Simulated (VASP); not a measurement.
Level of theory: PBE GGA, VASP's PBE PAW potentials (set 64) (plane waves; VASP).

Input for VASP

KPOINTS:
```
Automatic mesh
0
Gamma
8 8 8
0 0 0
```

POSCAR:
```
ZnSe
1
    0.0000000000     2.8705647975     2.8705647975
    2.8705647975     0.0000000000     2.8705647975
    2.8705647975     2.8705647975    -0.0000000000
Zn Se
1 1
Direct
  1.0000000000   1.0000000000   1.0000000000
  0.2500000000   0.2500000000   0.2500000000
```

**INCAR**
```
ALGO  =  Normal
EDIFF  =  1E-6
EDIFFG  =  -0.02
ENCUT  =  500
GGA  =  PE
IBRION  =  2
ISIF  =  3
ISMEAR  =  0
LASPH  =  .True.
LCHARG  =  .False.
LMAXMIX  =  4
LREAL  =  .False.
LWAVE  =  .False.
NELM  =  100
NSW  =  40
PREC  =  Accurate
SIGMA  =  0.05
SYSTEM  =  ZnSe
```

POTCAR, in this order: Zn Se (PBE.64 set). Program: vasp_std.

The resulting files:

File OSZICAR:
```
       N       E                     dE             d eps       ncg     rms          rms(c)
DAV:   1     0.818209612393E+02    0.81821E+02   -0.87275E+03   754   0.149E+03
DAV:   2    -0.997260154867E+00   -0.82818E+02   -0.79139E+02   809   0.261E+02
DAV:   3    -0.627489242597E+01   -0.52776E+01   -0.52547E+01   944   0.676E+01
DAV:   4    -0.632228570750E+01   -0.47393E-01   -0.47386E-01   814   0.693E+00
DAV:   5    -0.632256231250E+01   -0.27660E-03   -0.27660E-03   904   0.497E-01    0.462E+00
DAV:   6    -0.604841271990E+01    0.27415E+00   -0.69353E-01  1069   0.284E+01    0.351E+00
DAV:   7    -0.603194016623E+01    0.16473E-01   -0.18755E-01   824   0.434E+00    0.148E+00
DAV:   8    -0.603213299430E+01   -0.19283E-03   -0.42163E-03   892   0.642E-01    0.455E-01
DAV:   9    -0.603241092801E+01   -0.27793E-03   -0.10613E-03   839   0.291E-01    0.692E-02
DAV:  10    -0.603249684418E+01   -0.85916E-04   -0.12757E-04   882   0.117E-01    0.163E-02
DAV:  11    -0.603251364833E+01   -0.16804E-04   -0.29807E-05   832   0.614E-02    0.557E-03
DAV:  12    -0.603251500474E+01   -0.13564E-05   -0.36372E-06   904   0.215E-02    0.401E-03
DAV:  13    -0.603251506807E+01   -0.63330E-07   -0.70311E-07   582   0.937E-03
   1 F= -.60325151E+01 E0= -.60325151E+01  d E =-.603252E+01
```

### OUTCAR
```
------------------------ aborting loop because EDIFF is reached ----------------------------------------
  FORCE on cell =-STRESS in cart. coord.  units (eV):
  Direction    XX          YY          ZZ          XY          YZ          ZX
  --------------------------------------------------------------------------------------
  Total       -0.0105432     -0.0105432     -0.0105432     -0.0000000      0.0000000      0.0000000
  in kB       -0.3570688     -0.3570688     -0.3570688     -0.0000000      0.0000000      0.0000000
  external PRESSURE =      -0.3570688 kB  Pullay stress =       0.0000000 kB
  volume of cell :       47.31
      direct lattice vectors                 reciprocal lattice vectors
     0.000000000  2.870564798  2.870564798    -0.174181750  0.174181750  0.174181750
     2.870564798  0.000000000  2.870564798     0.174181750 -0.174181750  0.174181750
     2.870564798  2.870564798  0.000000000     0.174181750  0.174181750 -0.174181750
  FREE ENERGIE OF THE ION-ELECTRON SYSTEM (eV)
  ---------------------------------------------------
  free  energy   TOTEN  =        -6.0325150681 eV

  energy  without entropy=       -6.0325150681  energy(sigma->0) =       -6.03251507

 reached required accuracy - stopping structural energy minimisation
```
(Selected blocks of OUTCAR.)

The compound is ZnSe in the zinc blende structure. It was relaxed first.
